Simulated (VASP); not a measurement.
Computed with PBEsol GGA, VASP's PBE PAW potentials (set 64) (plane waves; VASP 6.6.1).

VASP ran on this input.

POSCAR:
```
CaO
1
    0.0000000000     2.4050000000     2.4050000000
    2.4050000000     0.0000000000     2.4050000000
    2.4050000000     2.4050000000     0.0000000000
Ca O
1 1
Direct
  0.0000000000   0.0000000000   0.0000000000
  0.5000000000   0.5000000000   0.5000000000
```

KPOINTS:
```
Automatic mesh
0
Gamma
9 9 9
0 0 0
```

### INCAR
```
ALGO = Normal
EDIFF = 1E-6
EDIFFG = -0.01
ENCUT = 530
GGA = PS
IBRION = 2
ISIF = 3
ISMEAR = 0
LASPH = .True.
LCHARG = .False.
LREAL = .False.
LWAVE = .False.
NELM = 100
NSW = 60
PREC = Accurate
SIGMA = 0.05
SYSTEM = CaO
```

POTCAR, in this order: Ca_sv O (PBE.64 set). Program: vasp_std.

Output

### OSZICAR
```
       N       E                     dE             d eps       ncg     rms          rms(c)
DAV:   1     0.131311375758E+03    0.13131E+03   -0.87734E+03   840   0.138E+03
DAV:   2    -0.794321593908E+01   -0.13925E+03   -0.13229E+03   972   0.340E+02
DAV:   3    -0.146999030989E+02   -0.67567E+01   -0.67073E+01  1088   0.754E+01
DAV:   4    -0.149225629738E+02   -0.22266E+00   -0.22246E+00  1228   0.125E+01
DAV:   5    -0.149251951576E+02   -0.26322E-02   -0.26320E-02  1028   0.141E+00    0.806E+00
DAV:   6    -0.134788825964E+02    0.14463E+01   -0.75546E+00   988   0.260E+01    0.363E+00
DAV:   7    -0.134212861711E+02    0.57596E-01   -0.64445E-01  1152   0.797E+00    0.171E+00
DAV:   8    -0.134093425361E+02    0.11944E-01   -0.68854E-02   912   0.303E+00    0.377E-01
DAV:   9    -0.134075524564E+02    0.17901E-02   -0.18676E-02  1068   0.110E+00    0.130E-01
DAV:  10    -0.134077963826E+02   -0.24393E-03   -0.16631E-03   916   0.458E-01    0.231E-02
DAV:  11    -0.134078019178E+02   -0.55353E-05   -0.12816E-04  1160   0.112E-01    0.137E-02
DAV:  12    -0.134077996366E+02    0.22812E-05   -0.92279E-06  1008   0.364E-02    0.424E-03
DAV:  13    -0.134077994454E+02    0.19126E-06   -0.22634E-06   964   0.121E-02
   1 F= -.13407799E+02 E0= -.13407799E+02  d E =-.134078E+02
       N       E                     dE             d eps       ncg     rms          rms(c)
DAV:   1    -0.135102530413E+02   -0.10245E+00   -0.25281E+00   928   0.193E+01    0.214E+00
DAV:   2    -0.134273099680E+02    0.82943E-01   -0.30244E-01   924   0.544E+00    0.819E-01
DAV:   3    -0.134121488835E+02    0.15161E-01   -0.37680E-02  1428   0.258E+00    0.314E-01
DAV:   4    -0.134106129660E+02    0.15359E-02   -0.13690E-02  1348   0.109E+00    0.100E-01
DAV:   5    -0.134107113323E+02   -0.98366E-04   -0.13693E-04  1052   0.137E-01    0.918E-02
DAV:   6    -0.134114295859E+02   -0.71825E-03   -0.88315E-04  1348   0.172E-01    0.378E-02
DAV:   7    -0.134114787325E+02   -0.49147E-04   -0.61324E-05  1380   0.719E-02    0.849E-03
DAV:   8    -0.134114769111E+02    0.18214E-05   -0.34372E-06  1236   0.125E-02    0.135E-03
DAV:   9    -0.134114768611E+02    0.49989E-07   -0.12532E-07   456   0.266E-03
   2 F= -.13411477E+02 E0= -.13411477E+02  d E =-.367742E-02
       N       E                     dE             d eps       ncg     rms          rms(c)
DAV:   1    -0.134196398557E+02   -0.81629E-02   -0.19496E-01   908   0.541E+00    0.589E-01
DAV:   2    -0.134134050918E+02    0.62348E-02   -0.23717E-02   936   0.151E+00    0.229E-01
DAV:   3    -0.134122165830E+02    0.11885E-02   -0.29034E-03  1428   0.706E-01    0.885E-02
DAV:   4    -0.134120876330E+02    0.12895E-03   -0.11186E-03  1336   0.311E-01    0.294E-02
DAV:   5    -0.134120921120E+02   -0.44790E-05   -0.10460E-05  1028   0.375E-02    0.279E-02
DAV:   6    -0.134121380075E+02   -0.45895E-04   -0.51995E-05  1344   0.441E-02    0.126E-02
DAV:   7    -0.134121402687E+02   -0.22613E-05   -0.10686E-05  1360   0.282E-02    0.192E-03
DAV:   8    -0.134121402651E+02    0.36432E-08   -0.20232E-07   500   0.436E-03
   3 F= -.13412140E+02 E0= -.13412140E+02  d E =-.434082E-02
```

**OUTCAR**
```
------------------------ aborting loop because EDIFF is reached ----------------------------------------
  FORCE on cell =-STRESS in cart. coord.  units (eV):
  Direction    XX          YY          ZZ          XY          YZ          ZX
  --------------------------------------------------------------------------------------
  Total        0.0007331      0.0007331      0.0007331      0.0000000      0.0000000      0.0000000
  in kB        0.0431273      0.0431273      0.0431273      0.0000000      0.0000000      0.0000000
  external PRESSURE =       0.0431273 kB  Pullay stress =       0.0000000 kB
  volume of cell :       27.24
      direct lattice vectors                 reciprocal lattice vectors
     0.000000000  2.388030033  2.388030033    -0.209377601  0.209377601  0.209377601
     2.388030033  0.000000000  2.388030033     0.209377601 -0.209377601  0.209377601
     2.388030033  2.388030033  0.000000000     0.209377601  0.209377601 -0.209377601
  FREE ENERGIE OF THE ION-ELECTRON SYSTEM (eV)
  ---------------------------------------------------
  free  energy   TOTEN  =       -13.4121402651 eV

  energy  without entropy=      -13.4121402651  energy(sigma->0) =      -13.41214027

 reached required accuracy - stopping structural energy minimisation
```
(Selected blocks of OUTCAR.)

File CONTCAR:
```
CaO
   1.00000000000000
     0.0000000000000000    2.3880300325011703    2.3880300325011703
     2.3880300325011703    0.0000000000000000    2.3880300325011703
     2.3880300325011703    2.3880300325011703    0.0000000000000000
  Ca              O
     1     1
Direct
     0.0000000000000000    0.0000000000000000    0.0000000000000000
     0.5000000000000000    0.5000000000000000    0.5000000000000000
```

Energy and stress use the plane-wave basis of the starting cell.

The compound is CaO in the rock salt structure. This run relaxes it. Symmetry was kept, so distortions that lower it aren't found.
